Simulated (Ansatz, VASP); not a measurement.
# Be (Beryllium): VASP beside Ansatz, part 2 of 2

Aim: how closely do two programs agree when they are given the same cell, functional and k mesh? The cell is taken from a series of runs on this material, whose earlier steps may have relaxed, scaled, displaced or heated it; both programs get it as it stands.

VASP 6.6.1 and Ansatz 0.2.0.

So far: Set-up; VASP: relaxation of cell and atoms, PBE; Ansatz: relaxation of cell and atoms, PBE; Differences.

**5. Ansatz: zone-centre phonons, PBE**

Level of this step: Ansatz beside VASP: Kohn-Sham DFT, plane waves, PBE (Ansatz).

Second derivatives magnify differences that forces hide, and they need a tight electronic threshold.

The cell is taken from a series of runs on this material, whose earlier steps may have relaxed, scaled, displaced or heated it; both programs get it as it stands.

The input, input.yaml:

```yaml
crystal:
  lattice:
    - [2.2647102742, 0.0, 0.0]
    - [-1.1323551371, 1.9612966296, 0.0]
    - [0.0, 0.0, 3.5612960445]
  atoms:
    - { symbol: Be, position: [0.3333333333, 0.6666666667, 0.25] }
    - { symbol: Be, position: [0.6666666667, 0.3333333333, 0.75] }
kpoints:
  mp_grid: { grid: [30, 30, 16] }
hamiltonian:
  xc: pbe
scf:
  occupations: { method: methfessel_paxton, width: 0.2 }
output:
  eigenvalues: true
phonons:
  method: dfpt
```

On the command line:

```sh
$ ansatz run input.yaml --threads 4 --pin off --max-ram 7168MiB --backend cpu --events-out ev --progress --plain --runs-dir out
```

Numbers of over 12 decimals in the logs are rounded to 6 here.

The program printed:

```text
zone centre: on kpoints.mp_grid the ground state, and the responses unless they are solved on pairs of k-points, stand on 2169 of the mesh's 14400 k-points, reduced under 4 symmetry operations, with k and −k counted as one. Each operation leaves every solved displacement unchanged or reverses it
[...]
Crystal: 2 atoms, lattice volume = 15.818 Å³
[...]
k mesh reduced under 4 symmetry operations, with k and −k counted as one. Each operation leaves every solved displacement unchanged or reverses it
  ASR residual: 2.072e-4 → 0.000e0 eV/Å²; symmetrization residual: 5.329e-15 eV/Å²
  ASR residual per site (eV/Å²): 2.07e-4 2.07e-4
  Γ frequencies (cm⁻¹): 0.00 0.00 0.00 470.42 470.42 692.06
  non-analytic LO–TO correction: not included (Born effective charges unavailable; polar crystals: no LO–TO splitting at Γ)
[key lines of the parts left out:]
SCF converged after 6 iterations
Free energy (F): -185.529200 eV
Fermi energy:    8.098840 eV
```

**6. VASP: zone-centre phonons, PBE**

The same cell, functional, mesh and smearing now go to VASP, with its own data sets.

The input, INCAR:

```
SYSTEM = Be
PREC = Accurate
ENCUT = 600
EDIFF = 1E-08
NELM = 120
ISMEAR = 1
SIGMA = 0.2
LREAL = .FALSE.
ALGO = Normal
GGA = PE
NBANDS = 8
LORBIT = 11
LWAVE = .FALSE.
LCHARG = .FALSE.
ISIF = 2
IBRION = 8
LASPH = .TRUE.
GGA_COMPAT = .FALSE.
KPAR = 2
```

The input, POSCAR:

```
Be
1.0
    2.2647102742      0.0000000000      0.0000000000
   -1.1323551371      1.9612966296      0.0000000000
    0.0000000000      0.0000000000      3.5612960445
Be
2
Direct
    0.3333333333      0.6666666667      0.2500000000
    0.6666666667      0.3333333333      0.7500000000
```

The input, KPOINTS:

```
Automatic mesh
0
Gamma
30 30 16
0 0 0
```

Potentials, in the order of the species: Be (PBE family, release 64).

On the command line:

```sh
$ mpirun -np 2 vasp_std
```

The program printed:

```text
[... set-up lines as in an earlier step ...]
 entering main loop
       N       E                     dE             d eps       ncg     rms          rms(c)
DAV:   1    -0.293382450579E+01   -0.29338E+01   -0.19642E+03 13152   0.463E+02
DAV:   2    -0.758024998971E+01   -0.46464E+01   -0.45396E+01 21112   0.550E+01
DAV:   3    -0.759991015408E+01   -0.19660E-01   -0.19210E-01 14184   0.299E+00
DAV:   4    -0.759993346342E+01   -0.23309E-04   -0.23308E-04 19520   0.875E-02
[...]
DAV:  10    -0.753541964060E+01    0.22787E-06   -0.70830E-09 15656   0.830E-04    0.262E-04
DAV:  11    -0.753541951498E+01    0.12562E-06   -0.28190E-09 10744   0.571E-04    0.574E-06
DAV:  12    -0.753541951233E+01    0.26451E-08   -0.77499E-11  6640   0.705E-05
   1 F= -.75354195E+01 E0= -.75355436E+01  d E =0.372283E-03
 Linear response reoptimize wavefunctions to high precision
DAV:   1    -0.753541951143E+01    0.89835E-09   -0.41554E-12  9840   0.210E-05
DAV:   2    -0.753541951143E+01    0.00000E+00   -0.75007E-14  6576   0.256E-06
 Linear response DOF=           2
 Linear response progress:
[...]
RMM:   8    -0.657695487549E-02    0.32064E-08    0.26248E-11 92167   0.189E-06    0.952E-08
 first order change of Fermi-energy   0.13598E-04
 force on displaced ion       1 direction 1 :  -3.665   0.000   0.000
 Linear response progress:
  Degree of freedom:   2/  2
       N       E                     dE             d eps       ncg     rms          rms(c)
RMM:   1    -0.163216580915E-01   -0.16322E-01    0.32954E-02 51124   0.655E-01
RMM:   2    -0.149335370282E-01    0.13881E-02    0.21154E-03 32621   0.859E-02    0.104E-01
RMM:   3    -0.145283855459E-01    0.40515E-03    0.79459E-04 32306   0.873E-02    0.393E-02
RMM:   4    -0.147437047626E-01   -0.21532E-03    0.12067E-04 33100   0.496E-02    0.419E-03
RMM:   5    -0.147688775216E-01   -0.25173E-04   -0.25185E-05 34376   0.465E-03    0.583E-04
RMM:   6    -0.147673197886E-01    0.15577E-05   -0.50507E-06 34090   0.627E-04    0.741E-05
RMM:   7    -0.147666816543E-01    0.63813E-06   -0.90968E-07 35227   0.472E-05    0.161E-05
RMM:   8    -0.147666515254E-01    0.30129E-07    0.30835E-10 32160   0.211E-05    0.861E-07
RMM:   9    -0.147666514145E-01    0.11089E-09   -0.27207E-09 34801   0.379E-06    0.303E-07
 first order change of Fermi-energy   0.25933E-04
 force on displaced ion       1 direction 3 :  -0.000   0.000  -8.048
 Linear response finished
```

OUTCAR, selected parts (step 6):

```text
  Total        0.0139286      0.0139286      0.0181613      0.0000000      0.0000000      0.0000000
  in kB        1.4107675      1.4107675      1.8394762      0.0000000      0.0000000      0.0000000
  external PRESSURE =       1.5536704 kB  Pullay stress =       0.0000000 kB

 POSITION                                       TOTAL-FORCE (eV/Angst)
 -----------------------------------------------------------------------------------
     -0.00000      1.30753      0.89032        -0.000000      0.000000      0.000000
      1.13236      0.65377      2.67097         0.000000      0.000000      0.000000
 -----------------------------------------------------------------------------------
    total drift:                                0.000000     -0.000000      0.000000

[... 1 part as in an earlier step ...]

[... 1 further part left out ...]
```

**7. Comparison**

Compared:

| quantity | Ansatz | VASP | difference |
| --- | --- | --- | --- |
| optical mode 1 to 2 (cm⁻¹) | 470.4 | 470.3 | +0.03 % |
| optical mode 3 (cm⁻¹) | 692.1 | 696.9 | -0.69 % |

Modes are paired by rising frequency, not by their patterns, so a pair may set unlike modes beside each other; they are those without the splitting of longitudinal modes.

**8. What came out**

| Quantity | Value |
| --- | --- |
| difference in volume (relaxation of cell and atoms, PBE) | -0.12 % |
| r.m.s. difference of the optical zone-centre modes, each program's sorted by frequency (zone-centre phonons, PBE) | 2.8 cm⁻¹ |
| difference in optical mode 3 (zone-centre phonons, PBE) | -0.7 % |

**Reading.** The difference in volume is -0.12 % (relaxation of cell and atoms, PBE), within the 1.2 % picked in this series as the mark of a large difference, as far as the stopping tolerances let one tell. Among the rows given in per cent, the largest difference of the zone-centre phonons, PBE pair is in optical mode 3, -0.7 %. How closely two codes agree says nothing of how well the functional describes the real material.

[Lines on the potential files, build, host, timing and source positions are cut from VASP's logs without a mark.]

[Logs are printed without paths, hosts, clocks, repeated set-up lines and the standing remarks that a program may print on its own settings, such as how far it seeks lower states.]

[Hosts, paths, dates, database ids (printed as entryN), source tags and the programs' standing remarks are cut or masked in the printed files.]
